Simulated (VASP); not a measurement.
Calculation: PBE GGA, VASP's PBE PAW potentials (set 64) (plane waves; VASP).

The input files of a VASP run:

**POSCAR**
```
Si2Ni
1.0
  0.0000000000   2.6311100000   2.6311100000
  2.6311100000   0.0000000000   2.6311100000
  2.6311100000   2.6311100000   0.0000000000
Si Ni
2 1
Direct
  0.2500000000   0.2500000000   0.2500000000
  0.7500000000   0.7500000000   0.7500000000
  0.0000000000   0.0000000000   0.0000000000
```

**KPOINTS**
```
Automatic mesh
0
Gamma
9 9 9
0 0 0
```

INCAR:
```
# general
SYSTEM =Si2Ni
PREC   =Accurate
ENCUT  =300
LREAL  =.FALSE.   # projection in real space or not
LASPH  =.TRUE.   # aspherical one-centre terms

# electronic loop
EDIFF  =1E-6   # SCF stop (eV)
NELM   =100   # most electronic steps
ALGO   =Normal   # blocked Davidson
LMAXMIX=4   # l cut-off of mixed one-centre charges

# smearing
ISMEAR =0   # Gaussian
SIGMA  =0.272

# functional
GGA    =PE   # PBE

# ions
ISIF   =2   # forces and stress, cell fixed

# output
LWAVE  =.FALSE.
LCHARG =.FALSE.
```

POTCAR, in this order: Si Ni (PBE.64 set). Program: vasp_std.

What will the output report for the number of irreducible k-points (NKPTS), largest plane-wave count, number of space-group operations, FFT grid (NGX, NGY, NGZ)?

number of irreducible k-points (NKPTS): 35
largest plane-wave count: 440
number of space-group operations: 48
FFT grid (NGX, NGY, NGZ): 24 × 24 × 24

The structure comes from a computed database's Si2Ni entry; how it stands against other phases isn't given here. The cell was not relaxed at this level, and its volume differs by -5.9 % from the start's. The run is not spin-polarised, so no magnetic state was tried.
